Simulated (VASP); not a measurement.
# A VASP study of AlCo (LDA): structure first, properties next, part 2 of 5

What structure does AlCo take at this level, and what are its properties? Left out of this account: 1 further run (relaxation: it shows nothing beyond the runs told). The start is a computed cell from the Materials Project.

VASP 6.6.1, plane waves and PAW; the level of theory is named at each step.

So far. Step 2 (Magnetic order: ferromagnetic): The moments fall under 0.1 μB, and the mesh shows no gap. Step 3 (Magnetic order: antiferromagnetic, q = (0, 0, 1/2)): The energy lies -0.0 meV an atom from the first pattern, a difference of sampling, since both runs hold the same state. The moments fall under 0.1 μB, and the mesh shows no gap.

## 4. Magnetic order: antiferromagnetic, q = (1/2, 1/2, 1/2)

Level of this step: LDA, spin-polarised from an antiferromagnetic start; plane waves and PAW (Al, Co) (VASP).

Next, a pattern with opposite moments, which needs a doubled cell; q is given in the reciprocal vectors of the primitive cell.

INCAR

```
SYSTEM = AlCo
PREC = Accurate
ENCUT = 400
EDIFF = 1E-06
NELM = 100
ISMEAR = 1
SIGMA = 0.2
LREAL = .FALSE.
ALGO = Normal
GGA = CA
NBANDS = 20
ISPIN = 2
MAGMOM = 0 0 2 -2
LASPH = .TRUE.
LMAXMIX = 4
LORBIT = 11
LWAVE = .FALSE.
LCHARG = .FALSE.
KPAR = 4
ISIF = 2
```

POSCAR

```
AlCo
1.0
    5.6388064200      0.0000000000      0.0000000000
    2.8194032100      2.8194032100      0.0000000000
    2.8194032100      0.0000000000      2.8194032100
Al Co
2 2
Direct
    0.0000000000      0.0000000000      0.0000000000
    0.5000000000      0.0000000000      0.0000000000
    0.7500000000      0.5000000000      0.5000000000
    0.2500000000      0.5000000000      0.5000000000
```

KPOINTS

```
Automatic mesh
0
Gamma
8 8 8
0 0 0
```

Potentials, in the order of the species: Al and Co (LDA family, release 64).

On the command line:

```sh
$ mpirun -np 4 vasp_std
```

Log:

```text
[... set-up lines as in an earlier step ...]
 entering main loop
       N       E                     dE             d eps       ncg     rms          rms(c)
DAV:   1     0.103478793790E+03    0.10348E+03   -0.85245E+03  2352   0.107E+03
DAV:   2    -0.253085381401E+02   -0.12879E+03   -0.12196E+03  2340   0.241E+02
DAV:   3    -0.300016673268E+02   -0.46931E+01   -0.46218E+01  2732   0.590E+01
DAV:   4    -0.301012609200E+02   -0.99594E-01   -0.99486E-01  2904   0.777E+00
DAV:   5    -0.301044626725E+02   -0.32018E-02   -0.32016E-02  2892   0.137E+00    0.200E+01
DAV:   6    -0.353487051354E+02   -0.52442E+01   -0.54925E+01  2684   0.127E+02    0.246E+01
DAV:   7    -0.274138538586E+02    0.79349E+01   -0.32838E+01  2580   0.855E+01    0.317E+00
DAV:   8    -0.274287016186E+02   -0.14848E-01   -0.69827E-01  2624   0.611E+00    0.204E+00
DAV:   9    -0.273977749811E+02    0.30927E-01   -0.62325E-02  3108   0.359E+00    0.103E+00
DAV:  10    -0.273945311819E+02    0.32438E-02   -0.29763E-03  2640   0.503E-01    0.346E-01
DAV:  11    -0.273941147968E+02    0.41639E-03   -0.95637E-04  3012   0.571E-01    0.138E-01
DAV:  12    -0.273941072928E+02    0.75040E-05   -0.85527E-05  3328   0.971E-02    0.668E-02
DAV:  13    -0.273940924954E+02    0.14797E-04   -0.37246E-06  2332   0.323E-02    0.284E-02
DAV:  14    -0.273940893593E+02    0.31361E-05   -0.54623E-06  2892   0.361E-02    0.696E-03
DAV:  15    -0.273940891640E+02    0.19527E-06   -0.33866E-07  1316   0.995E-03
   1 F= -.27394089E+02 E0= -.27395066E+02  d E =0.292977E-02  mag=    -0.0000
```

Wall time 7.8 s (4 MPI ranks of AMD EPYC 9R45, shared host); peak memory 0.62 GiB; 30 s of CPU time.

From OUTCAR (step 4):

```text
  LATTYP: Found a face centered cubic cell.
 ALAT       =     5.6388064200

The static configuration has the point symmetry O_h .

 Found     29 irreducible k-points:

   k-points           NKPTS =     29   k-points in BZ     NKDIM =     29   number of bands    NBANDS=     20

   dimension x,y,z NGX =    40 NGY =   28 NGZ =   28
   dimension x,y,z NGXF=    80 NGYF=   56 NGZF=   56

   ENCUT  =  400.0 eV  29.40 Ry    5.42 a.u.   9.20  6.50  6.50*2*pi/ulx,y,z

   NELECT =      24.0000    total number of electrons

 E-fermi :  10.7551

 spin component 1
 k-point     1 :       0.0000    0.0000    0.0000
  band No.  band energies     occupation
    ...
      7       9.8940      1.00000
      8       9.8940      1.00000
      9       9.8940      1.00000
     10      10.4946      1.03462
     11      10.4946      1.03462
     12      13.1661     -0.00000
     13      13.1661     -0.00000
     14      13.1661     -0.00000
     15      15.0605      0.00000
     16      16.3130      0.00000
    ...

 k-point     2 :       0.1250    0.0000    0.0000
  band No.  band energies     occupation
    ...
      7       9.7905      1.00000
      8       9.8231      1.00000
      9       9.8231      1.00000
     10      10.2467      1.00096
     11      10.2467      1.00096
     12      11.8120     -0.00000
     13      13.2584     -0.00000
     14      13.2584     -0.00000
     15      15.1234      0.00000
     16      16.1271      0.00000
    ...

 k-point     3 :       0.2500    0.0000    0.0000
  band No.  band energies     occupation
    ...
      8       9.6065      1.00000
      9       9.6065      1.00000
     10       9.7333      1.00000
     11       9.7333      1.00000
     12      10.0513      1.00000
     13      13.4118     -0.00000
     14      13.4118     -0.00000
     15      15.0801      0.00000
     16      15.0801      0.00000
     17      15.4864      0.00000
    ...

 k-point     4 :       0.3750    0.0000    0.0000
  band No.  band energies     occupation
    ...
      8       9.1621      1.00000
      9       9.2667      1.00000
     10       9.2667      1.00000
     11       9.2848      1.00000
     12       9.2848      1.00000
     13      13.5737     -0.00000
     14      13.5737     -0.00000
     15      14.2996     -0.00000
     16      14.2996     -0.00000
     17      15.7499      0.00000
    ...

  Total       -1.4806779     -1.4806779     -1.4806779     -0.0000000     -0.0000000      0.0000000
  in kB      -52.9260674    -52.9260674    -52.9260674     -0.0000000     -0.0000000      0.0000000
  external PRESSURE =     -52.9260674 kB  Pullay stress =       0.0000000 kB

  energy-cutoff  :      400.00
  volume of cell :       44.82
      direct lattice vectors                 reciprocal lattice vectors
     5.638806420  0.000000000  0.000000000     0.177342495 -0.177342495 -0.177342495
     2.819403210  2.819403210  0.000000000     0.000000000  0.354684990  0.000000000
     2.819403210  0.000000000  2.819403210     0.000000000  0.000000000  0.354684990

 POSITION                                       TOTAL-FORCE (eV/Angst)
 -----------------------------------------------------------------------------------
      0.00000      0.00000      0.00000         0.000000     -0.000000     -0.000000
      2.81940      0.00000      0.00000         0.000000     -0.000000     -0.000000
      7.04851      1.40970      1.40970         0.000000      0.000000      0.000000
      4.22910      1.40970      1.40970        -0.000000      0.000000      0.000000
 -----------------------------------------------------------------------------------
    total drift:                                0.000000      0.000000      0.000000

  FREE ENERGIE OF THE ION-ELECTRON SYSTEM (eV)
  ---------------------------------------------------
  free  energy   TOTEN  =       -27.3940891640 eV

  energy  without entropy=      -27.3970189312  energy(sigma->0) =      -27.39506575

 total charge
# of ion       s       p       d       tot
------------------------------------------
    1        0.404   0.448   0.000   0.852
    2        0.404   0.448   0.000   0.852
    3        0.449   0.530   7.556   8.534
    4        0.449   0.530   7.556   8.534
--------------------------------------------------
tot          1.705   1.955  15.111  18.771

 magnetization (x)
# of ion       s       p       d       tot
------------------------------------------
    1        0.000   0.000   0.000   0.000
    2        0.000   0.000   0.000   0.000
    3        0.000   0.000   0.000   0.000
    4       -0.000  -0.000  -0.000  -0.000
--------------------------------------------------
tot          0.000   0.000   0.000   0.000

[... 1 part as in an earlier step ...]

[... 6 further parts left out ...]
```

At this level the cell is under a tension of 5.3 GPa, so at these settings it is away from equilibrium.

This step gave:

```yaml
irreducible_k_points: 29
symmetry_operations: 48
energy_at_zero_smearing: -27.40 eV
fermi_energy: 10.76 eV
pressure: -5.293 GPa
```

The energy lies -1.6 meV an atom from the first pattern, a difference of sampling, since both runs hold the same state. The moments fall under 0.1 μB, and the mesh shows no gap.

## 5. Magnetic order: antiferromagnetic, q = (1/2, 1/2, 0)

Next, a pattern with opposite moments, which needs a doubled cell; q is given in the reciprocal vectors of the primitive cell.

INCAR is that of step 4.

POSCAR

```
AlCo
1.0
    5.6388064200      0.0000000000      0.0000000000
    2.8194032100      2.8194032100      0.0000000000
    0.0000000000      0.0000000000      2.8194032100
Al Co
2 2
Direct
    0.0000000000      0.0000000000      0.0000000000
    0.5000000000      0.0000000000      0.0000000000
    0.0000000000      0.5000000000      0.5000000000
    0.5000000000      0.5000000000      0.5000000000
```

KPOINTS is that of step 4.

On the command line:

```sh
$ mpirun -np 4 vasp_std
```

Log:

```text
[... set-up lines as in an earlier step ...]
 entering main loop
       N       E                     dE             d eps       ncg     rms          rms(c)
DAV:   1     0.103776623477E+03    0.10378E+03   -0.85571E+03  6072   0.107E+03
DAV:   2    -0.252532676867E+02   -0.12903E+03   -0.12211E+03  6036   0.240E+02
DAV:   3    -0.300108143816E+02   -0.47575E+01   -0.46656E+01  7048   0.592E+01
DAV:   4    -0.301089872597E+02   -0.98173E-01   -0.98047E-01  7200   0.767E+00
DAV:   5    -0.301124479145E+02   -0.34607E-02   -0.34604E-02  7476   0.145E+00    0.196E+01
DAV:   6    -0.348962909152E+02   -0.47838E+01   -0.56463E+01  6700   0.125E+02    0.238E+01
DAV:   7    -0.274266267405E+02    0.74697E+01   -0.31514E+01  6664   0.839E+01    0.322E+00
DAV:   8    -0.274322229275E+02   -0.55962E-02   -0.67276E-01  6944   0.598E+00    0.214E+00
DAV:   9    -0.274017257978E+02    0.30497E-01   -0.91495E-02  7900   0.386E+00    0.885E-01
DAV:  10    -0.273983268421E+02    0.33990E-02   -0.75853E-03  8804   0.892E-01    0.324E-01
DAV:  11    -0.273979297884E+02    0.39705E-03   -0.59002E-04  7692   0.305E-01    0.157E-01
DAV:  12    -0.273979224951E+02    0.72933E-05   -0.89498E-05  8240   0.960E-02    0.721E-02
DAV:  13    -0.273979140505E+02    0.84446E-05   -0.22543E-05  9064   0.672E-02    0.191E-02
DAV:  14    -0.273979136039E+02    0.44668E-06   -0.23803E-06  3728   0.149E-02
   1 F= -.27397914E+02 E0= -.27398369E+02  d E =0.136598E-02  mag=    -0.0000
```

Run time: 11 s. Hardware: 4 MPI ranks; peak memory 0.66 GiB.

OUTCAR, selected parts (step 5):

```text
   k-points           NKPTS =     75   k-points in BZ     NKDIM =     75   number of bands    NBANDS=     20

   ENCUT  =  400.0 eV  29.40 Ry    5.42 a.u.   9.20  6.50  4.60*2*pi/ulx,y,z

   NELECT =      24.0000    total number of electrons

 E-fermi :  10.7294

 spin component 1
 k-point     1 :       0.0000    0.0000    0.0000
  band No.  band energies     occupation
    ...
      9       9.1857      1.00000
     10       9.8889      1.00000
     11       9.8889      1.00000
     12       9.8893      1.00000
     13      10.4500      1.03187
     14      13.2412     -0.00000
     15      14.4276     -0.00000
     16      16.8422      0.00000
     17      16.8422      0.00000
     18      16.8424      0.00000
    ...

 k-point     2 :       0.1250    0.0000    0.0000
  band No.  band energies     occupation
    ...
      9       9.2122      1.00000
     10       9.8026      1.00000
     11       9.8408      1.00000
     12       9.8624      1.00000
     13      10.5940      0.95172
     14      13.5676     -0.00000
     15      14.7917      0.00000
     16      16.0351      0.00000
     17      16.3609      0.00000
     18      17.0545      0.00000
    ...

  Total       -1.4858535     -1.4858535     -1.4918773      0.0000000     -0.0000000      0.0000000
  in kB      -53.1110659    -53.1110659    -53.3263820      0.0000000     -0.0000000      0.0000000
  external PRESSURE =     -53.1828379 kB  Pullay stress =       0.0000000 kB

 POSITION                                       TOTAL-FORCE (eV/Angst)
 -----------------------------------------------------------------------------------
      0.00000      0.00000      0.00000         0.000000      0.000000     -0.000000
      2.81940      0.00000      0.00000         0.000000      0.000000     -0.000000
      1.40970      1.40970      1.40970        -0.000000     -0.000000      0.000000
      4.22910      1.40970      1.40970         0.000000      0.000000     -0.000000
 -----------------------------------------------------------------------------------
    total drift:                                0.000000      0.000000     -0.000000

  FREE ENERGIE OF THE ION-ELECTRON SYSTEM (eV)
  ---------------------------------------------------
  free  energy   TOTEN  =       -27.3979136039 eV

  energy  without entropy=      -27.3992795875  energy(sigma->0) =      -27.39836893

[... 2 parts as in an earlier step ...]

[... 14 further parts left out ...]
```

This step gave:

```
SCF cycles           : 14
irreducible k-points : 75
symmetry operations  : 16
free energy (TOTEN)  : -27.40 eV
Fermi energy         : 10.73 eV
pressure             : -5.318 GPa
```

The energy lies -2.4 meV an atom from the first pattern, a difference of sampling, since both runs hold the same state. The moments fall under 0.1 μB, and the mesh shows no gap.

## 6. The orders side by side

This step: collinear orders at LDA; plane waves and PAW (VASP 6.6.1).

Derived from the runs above.

Patterns, by row:

| start | atoms | energy less that of the first (meV/atom) | largest site moment (μB) | end state |
| --- | --- | --- | --- | --- |
| ferromagnetic | 2 | 0 | 0 | non-magnetic |
| antiferromagnetic, q = (0, 0, 1/2) | 4 | 0 | 0 | non-magnetic |
| antiferromagnetic, q = (1/2, 1/2, 1/2) | 4 | -1.6 | 0 | non-magnetic |
| antiferromagnetic, q = (1/2, 1/2, 0) | 4 | -2.4 | 0 | non-magnetic |

All patterns lost their moments. Runs that ended non-magnetic differ by up to 2.4 meV an atom among themselves, which is the error from the unlike meshes of the cells. The session goes on with moments started at or near zero.

(Continued in part 3 of 5.)

[Lines on the potential files, build, host, timing and source positions are cut from VASP's logs without a mark.]

[Logs are printed without paths, hosts, clocks, repeated set-up lines and the standing remarks that a program may print on its own settings, such as how far it seeks lower states.]

[Hosts, paths, dates, database ids (printed as entryN), source tags and the programs' standing remarks are cut or masked in the printed files.]

[A measured line is paired with the nearest computed mode of its activity, which favours agreement.]
